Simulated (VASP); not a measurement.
Data:

```xyz
8
Lattice="5.5375 0.0000 0.0000 0.0000 5.5375 0.0000 0.0000 0.0000 5.5375" Properties=species:S:1:pos:R:3 pbc="T T T"
Zn     0.0000     0.0000     0.0000
Zn     2.7687     2.7687     0.0000
Zn     2.7687     0.0000     2.7687
Se     1.3844     1.3844     1.3844
Se     4.1531     4.1531     1.3844
Se     4.1531     1.3844     4.1531
Se     1.3844     4.1531     4.1531
Be     0.0000     2.7687     2.7687
```

Method: PBEsol GGA, VASP's PBE PAW potentials (set 64) (plane waves; VASP). Numerical set-up: 400 eV cut-off, 5×5×5 Γ-centred mesh, Gaussian smearing of 0.050 eV, potentials Zn Se Be.

Q: The ions, cell shape and volume are relaxed. Predict the relaxed structure.

A: 
```xyz
8
Lattice="5.5087 0.0000 0.0000 0.0000 5.5087 0.0000 0.0000 0.0000 5.5087" Properties=species:S:1:pos:R:3 pbc="T T T"
Zn     0.0000     0.0000     0.0000
Zn     2.7544     2.7544     0.0000
Zn     2.7544     0.0000     2.7544
Se     1.3018     1.4525     1.4525
Se     4.2069     4.0562     1.4525
Se     4.2069     1.4525     4.0562
Se     1.3018     4.0562     4.0562
Be     0.0000     2.7544     2.7544
```
Space group P-43m (215), at a tolerance of 0.03 Å.

Q: How do energy and volume change from the first to the last step?

A: The energy (σ→0) changes by -41.6 meV/atom and the volume by -1.6 %, in 8 ionic steps.

The structure was generated: BeZn3Se4 was put into an ordered model structure (P-43m), which need not be its known phase. This run relaxes it. Symmetry was kept, so distortions that lower it aren't found.
